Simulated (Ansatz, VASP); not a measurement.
## TiClF: VASP beside Ansatz

One calculation is typed for both programs; each brings its own data sets. How far apart do they land? The two relaxations start from unlike cells of this crystal (the structure described is Ansatz's start), so only their ends are compared.

Calculated with Ansatz 0.2.0; plane waves, with VASP 6.6.1 beside it; relaxation of cell and atoms at PBEsol.

### 1. Set-up

It takes space group P4/nmm (No. 129, tetragonal). Conventional cell: a = 3.675 Å, b = 3.675 Å, c = 6.573 Å, α = 90.00°, β = 90.00°, γ = 90.00°. Nearest to Ti lie 4 F at 2.28 Å and 5 Cl at 2.78 to 2.88 Å. Nearest to Cl lie 5 Ti at 2.78 to 2.88 Å. Nearest to F lie 4 Ti at 2.28 Å. Farther neighbours and most contacts between anions are not listed.

### 2. Ansatz: relaxation of cell and atoms, PBEsol

Ansatz runs on its PAW soft_1 files.

The relaxed volume is the usual yardstick between codes: in a stiff, nearly cubic crystal its relative difference is about their pressure difference at one cell divided by the bulk modulus.

Contents of input.yaml:

```yaml
crystal:
  lattice:
    - [3.675, 0.0, 0.0]
    - [0.0, 3.675, 0.0]
    - [0.0, 0.0, 6.573]
  atoms:
    - { symbol: Ti, position: [0.5, 0.0, 0.7946] }
    - { symbol: Ti, position: [0.0, 0.5, 0.2054] }
    - { symbol: Cl, position: [0.5, 0.0, 0.356] }
    - { symbol: Cl, position: [0.0, 0.5, 0.644] }
    - { symbol: F, position: [0.5, 0.5, 0.0] }
    - { symbol: F, position: [0.0, 0.0, 0.0] }
kpoints:
  mp_grid: { grid: [7, 7, 4] }
scf:
  occupations: { method: fermi_dirac, width: 0.05 }
hamiltonian:
  xc: pbesol
  pseudopotentials: { kind: paw, azcp: { folder: soft_1 }, xc_functional: pbe }
relax:
  f_tol: 0.015
  max_steps: 70
  cell: {}
output:
  forces: true
  stress: true
```

The run is started by

```console
> ansatz run input.yaml --threads 4 --pin off --max-ram 10240MiB --backend cpu --events-out ev --progress --plain --runs-dir out
```

Numbers of over 12 decimals in the logs are rounded to 6 here.

Log:

```text
Engine: ansatz 0.2.0, aarch64-unknown-linux-gnu
Pseudopotentials: kind: paw
Pseudopotential: Ti, paw, valence charge 12, recommended cutoff 420 eV (normal), soft_1/Ti.paw.azcp
Pseudopotential: Cl, paw, valence charge 7, recommended cutoff 420 eV (normal), soft_1/Cl.paw.azcp
Pseudopotential: F, paw, valence charge 7, recommended cutoff 420 eV (normal), soft_1/F.paw.azcp
Functional definition: PBEsol
  exchange = pbesol_x
  correlation = pbesol_c
Crystal: 6 atoms, lattice volume = 88.772 Å³
Basis set: ecut = 420 eV, 1749 PW (Γ), exchange–correlation on 50×50×90 points (8 copies of the dense FFT grid, shifted against one another)
Bands: 32, of which v1, the nominal top of the filled ones, is band 26 counted from 1 (25 counted from 0)
Symmetry: 16 space group operations
Space group: P4/nmm (ITA 129), of the structure as read, at distance tolerance 4.5e-5 Å
k-points: 30 of 196
Non-local potential: Ti, projectors of the file, l = 0: 3, l = 1: 2, l = 2: 3, l = 3: 1
Non-local potential: Cl, projectors of the file, l = 0: 2, l = 1: 2, l = 2: 1
Non-local potential: F, projectors of the file, l = 0: 2, l = 1: 2, l = 2: 1
PAW form: soft (Blöchl's): semilocal exchange-correlation on the pseudo side does not see the compensation charge
PAW frozen core: Ti, regenerated for the run's functional, and the local potential with it (the file was generated under x = pbe(κ = 0.804, μ = 0.219515), c = pbe(β = 0.066725))
PAW frozen core: Cl, regenerated for the run's functional, and the local potential with it (the file was generated under x = pbe(κ = 0.804, μ = 0.219515), c = pbe(β = 0.066725))
PAW frozen core: F, regenerated for the run's functional, and the local potential with it (the file was generated under x = pbe(κ = 0.804, μ = 0.219515), c = pbe(β = 0.066725))
PAW one-centre angular grid: Ti, 590 points (default); XC on 64 Gauss nodes
PAW one-centre angular grid: Cl, 110 points (default); XC on 64 Gauss nodes
PAW one-centre angular grid: F, 110 points (default); XC on 64 Gauss nodes
Initial density: superposition of atomic densities (chi_scale 0.1, normalization cell, long waves kept (reshape's long-wave potential 0.32 eV rms))
Initial wavefunctions: pseudopotential atomic-orbital guess
Functional: x = pbesol(κ = 0.804, μ = 0.123457), c = pbesol(β = 0.046)
SCF iter   1: F=—  HF=-8692.098883 eV  |F-HF|=—  |Δ(HF+E_count)|=         —  Δρ=4.60e-1  dr2=2.38e2  ethr=3.10e-3  ⟨swp⟩=5.9  Hψ=3698  notcnv=0
preconditioner: auto → Kerker (q_TF=auto, 2.496 Å⁻¹)  [metal: Δε(μ)=0.008 eV  Ē_g=6.503 eV  σ=0.050 eV  W_gap=0.04  n_scr=20 (ndim 8)  ℏωp=23.6 eV  f_vac=0.000  D(μ)=14.20/eV (n_scr^D=222)]
SCF iter   2: F=—  HF=-8680.123010 eV  |F-HF|=—  |Δ(HF+E_count)|=    1.20e1  Δρ=1.78e-1  dr2=3.90e1  ethr=3.10e-3  ⟨swp⟩=3.4  Hψ=2390  notcnv=0
SCF iter   3: F=—  HF=-8676.639476 eV  |F-HF|=—  |Δ(HF+E_count)|=    3.48e0  Δρ=8.19e-2  dr2=1.00e1  ethr=3.10e-3  ⟨swp⟩=2.9  Hψ=1792  notcnv=0
SCF iter   4: F=—  HF=-8675.041285 eV  |F-HF|=—  |Δ(HF+E_count)|=    1.60e0  Δρ=4.27e-2  dr2=2.70e0  ethr=3.10e-3  ⟨swp⟩=3.4  Hψ=1920  notcnv=0
SCF iter   5: F=—  HF=-8674.707996 eV  |F-HF|=—  |Δ(HF+E_count)|=   3.33e-1  Δρ=2.91e-2  dr2=1.33e0  ethr=3.10e-3  ⟨swp⟩=2.0  Hψ=1267  notcnv=0
SCF iter   6: F=—  HF=-8674.482692 eV  |F-HF|=—  |Δ(HF+E_count)|=   2.25e-1  Δρ=1.71e-2  dr2=4.79e-1  ethr=2.57e-3  ⟨swp⟩=2.2  Hψ=1074  notcnv=0
SCF iter   7: F=—  HF=-8674.361859 eV  |F-HF|=—  |Δ(HF+E_count)|=   1.21e-1  Δρ=6.81e-3  dr2=7.63e-2  ethr=9.21e-4  ⟨swp⟩=2.1  Hψ=1440  notcnv=0
SCF iter   8: F=—  HF=-8674.341414 eV  |F-HF|=—  |Δ(HF+E_count)|=   2.04e-2  Δρ=1.19e-3  dr2=1.23e-3  ethr=1.47e-4  ⟨swp⟩=2.6  Hψ=1584  notcnv=0
SCF iter   9: F=—  HF=-8674.341384 eV  |F-HF|=—  |Δ(HF+E_count)|=   2.93e-5  Δρ=5.43e-4  dr2=4.24e-4  ethr=2.36e-6  ⟨swp⟩=2.2  Hψ=1951  notcnv=0
SCF iter  10: F=—  HF=-8674.341300 eV  |F-HF|=—  |Δ(HF+E_count)|=   8.47e-5  Δρ=1.65e-4  dr2=3.26e-5  ethr=8.16e-7  ⟨swp⟩=2.2  Hψ=1446  notcnv=0
SCF iter  11: F=—  HF=-8674.341309 eV  |F-HF|=—  |Δ(HF+E_count)|=   8.92e-6  Δρ=2.11e-5  dr2=4.43e-7  ethr=6.28e-8  ⟨swp⟩=2.0  Hψ=1437  notcnv=0
SCF iter  12: F=-8674.341309 eV  HF=-8674.341309 eV  |F-HF|=1.45e-8  |Δ(HF+E_count)|=   4.17e-8  Δρ=5.94e-6  dr2=3.45e-8  ethr=1.92e-10  ⟨swp⟩=5.1  Hψ=3733  notcnv=0
SCF 1 converged in 12 iterations: F = -8674.341309 eV  dr2 = 3.45e-8
  greatest PAW one-centre occupation: 0.998 electrons in one spin orbital (limit 2), on the Ti atom at site 1 (counted from 0), in its partial waves of l = 0
relax step   1: F+E_penalty+E_count = -8674.34130860 eV  Δ(F+E_penalty+E_count) = +0.000e0 eV  max|allowed force component| = 1.021e-1 eV/Å  Δτ_max = 0.0000 Å  P = -7.854 GPa  Ω = 88.772 Å³  (12 SCF iters, dr2 threshold 1.00e-7 eV, accepted)
[...]
relax step  14: F+E_penalty+E_count = -8675.57747123 eV  Δ(F+E_penalty+E_count) = -6.598e-4 eV  max|allowed force component| = 2.866e-3 eV/Å  Δτ_max = 0.0032 Å  P = +0.027 GPa  Ω = 86.664 Å³  energy of the carried Pulay correction = -1.443e-3 eV  (6 SCF iters, dr2 threshold 3.87e-7 eV, accepted)
[...]
relax step  15: F+E_penalty+E_count = -8675.57908474 eV  Δ(F+E_penalty+E_count) = -1.614e-3 eV  max|allowed force component| = 2.853e-3 eV/Å  Δτ_max = 0.0000 Å  P = +0.035 GPa  Ω = 86.664 Å³  stress off target by 7.32e-2 GPa  SCF on the basis re-selected at this cell (its energy is not comparable with the rows above)  (8 SCF iters)
[...]
relax step  16: F+E_penalty+E_count = -8675.57895086 eV  Δ(F+E_penalty+E_count) = +1.339e-4 eV  max|allowed force component| = 1.035e-3 eV/Å  Δτ_max = 0.0028 Å  P = +0.001 GPa  Ω = 86.815 Å³  energy of the carried Pulay correction = -1.681e-4 eV  (7 SCF iters, dr2 threshold 1.34e-8 eV, accepted)
[...]
relax step  17: F+E_penalty+E_count = -8675.57915743 eV  Δ(F+E_penalty+E_count) = -2.066e-4 eV  max|allowed force component| = 9.859e-4 eV/Å  Δτ_max = 0.0000 Å  P = +0.002 GPa  Ω = 86.815 Å³  stress off target by 1.18e-2 GPa  SCF on the basis re-selected at this cell (its energy is not comparable with the rows above)  (6 SCF iters)
basis re-selected at this cell: Δ(F+E_penalty+E_count) = -2.066e-4 eV, ΔP = +0.001 GPa vs the last step (what re-selecting the basis moved, of the pressure what is left beyond the Pulay correction that the steps carried, after the strain that the cell walked since its last selection, with what the two solves' SCF thresholds leave and, on support functions, any second-order correction that the steps lacked; it is no m [...]
SCF converged after 6 iterations
Free energy (F): -8675.579157 eV
Harris-Foulkes:  -8675.579157 eV  (|F-HF|=3.64e-11)
Internal energy: -8675.515101 eV  (E = F + TS)
E sigma→0 (E₀):  -8675.547129 eV
Entropy (-TS):   -0.064057 eV (-10.676 meV/atom)
Fermi energy:    11.025809 eV
--- Per-component energies (eV) ---
  E_band       = -424.829998
  E_kinetic    = 1264.561105
  E_local      = -5438.379832  (includes V_loc(G=0)·N_el)
  E_nonlocal   = 367.006713
  E_hartree    = 2298.673397
  E_xc         = -594.608032
  E_vxc        = -717.684633  (∫ρ·V_xc dr)
  E_paw        = -3714.434598  (= ΣΔE_a)
  E_vpaw       = -497.681199  (= ΣTr[D̂ρ^β])
  E_aug_tail   = 0.001465  (compensation charges beyond the density's cutoff)
  E_ewald      = -2858.855837
  E_core_change = 0.520519  (= ΣΔE_core)
  E_smearing   = -0.064057  (= −TS)
  E_closure    = 0.000000  (closes the sum)
  Σ components = -8675.579157   (vs F -8675.579157, Δ=0.00e0)
--- Forces (eV/Å), atoms counted from 1 ---
  atom   1  Ti     0.00000000     0.00000000     0.00098594
  atom   2  Ti     0.00000000     0.00000000    -0.00098594
  atom   3  Cl     0.00000000     0.00000000     0.00012693
  atom   4  Cl     0.00000000     0.00000000    -0.00012693
  atom   5  F      0.00000000     0.00000000     0.00000000
  atom   6  F      0.00000000     0.00000000    -0.00000000
  max |Σ_I F_I| component: 2.17e-19 eV/Å
--- Stress (GPa, compression-positive) ---
       -0.003189       0.000000       0.000000
        0.000000      -0.003189       0.000000
        0.000000       0.000000       0.011802
  P = ⅓ Tr σ = 0.0018 GPa (0.018 kbar)
--- Relaxed structure (13 steps of the walk, 13 accepted, 4 SCFs on fresh bases) ---
  F+E_penalty+E_count = -8675.57915743 eV   max|allowed force component| = 9.859e-4 eV/Å   (the final SCF, on the basis selected at the relaxed cell)
  cell:  # Å, volume = 86.8147 Å³
    - [3.206604, 0, 0.0]
    - [0, 3.206604, 0.0]
    - [0.0, 0.0, 8.443119]
  atoms:
    - { symbol: Ti, position: [0.5, 0, 0.823781] }
    - { symbol: Ti, position: [0, 0.5, 0.176219] }
    - { symbol: Cl, position: [0.5, 0, 0.320235] }
    - { symbol: Cl, position: [0, 0.5, 0.679765] }
    - { symbol: F, position: [0.5, 0.5, 0] }
    - { symbol: F, position: [0, 0, 0] }
```

[end of part 1 of 2]

[Lines on the potential files, build, host, timing and source positions are cut from VASP's logs without a mark.]

[Logs are printed without paths, hosts, clocks, repeated set-up lines and the standing remarks that a program may print on its own settings, such as how far it seeks lower states.]

[Hosts, paths, dates, database ids (printed as entryN), source tags and the programs' standing remarks are cut or masked in the printed files.]
